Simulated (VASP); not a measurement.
Si2Ni:

```
Ni Si
1.0
     0.00000    2.69500    2.69500
     2.69500    0.00000    2.69500
     2.69500    2.69500    0.00000
Ni Si
1 2
Direct
  0.00000 0.00000 0.00000
  0.25000 0.25000 0.25000
  0.75000 0.75000 0.75000
```

The cell was built by a generator and needn't be a form met in nature.

```yaml
Program: VASP 6.6.1
Task: relaxation of cell and atoms
Functional: PBE
Potentials_or_basis: VASP PAW PBE potentials, release 64 (Ni, Si)
Cutoff: 600 eV
k_mesh: 14 × 14 × 14
Occupations: methfessel-paxton, width 0.1 eV
Spin: no spin polarisation
```

At the start: pressure 4.9 GPa; volume 13.05 Å³/atom.

**Question.** How do energy, volume and symmetry change on relaxing?

**Answer.** Over 8 steps the energy falls by 6.1 meV/atom and the volume is 13.46 Å³/atom (+3.1 %); space group Fm-3m (No. 225, to 0.05 Å).

Step by step:
| step | energy change (eV) | largest force (eV/Å) | pressure (GPa) | volume (Å³) |
| --- | --- | --- | --- | --- |
| 1 | 0.0000 | 0.0000 | 4.85 | 39.15 |
| 2 | -0.0068 | 0.0000 | -3.49 | 41.43 |
| 3 | -0.0183 | 0.0000 | -0.12 | 40.40 |
| 4 | -0.0183 | 0.0000 | 0.12 | 40.37 |
| 5 | -0.0183 | 0.0000 | 0.09 | 40.37 |
| 6 | -0.0183 | 0.0000 | 0.10 | 40.37 |
| 7 | -0.0183 | 0.0000 | 0.10 | 40.37 |
| 8 | -0.0183 | 0.0000 | 0.04 | 40.37 |

Final structure:
```yaml
crystal:
  lattice:
    - [0.00000, 2.72278, 2.72278]
    - [2.72278, 0.00000, 2.72278]
    - [2.72278, 2.72278, 0.00000]
  atoms:
    - { symbol: Ni, position: [0.00000, 0.00000, 0.00000] }
    - { symbol: Si, position: [0.25000, 0.25000, 0.25000] }
    - { symbol: Si, position: [0.75000, 0.75000, 0.75000] }
```
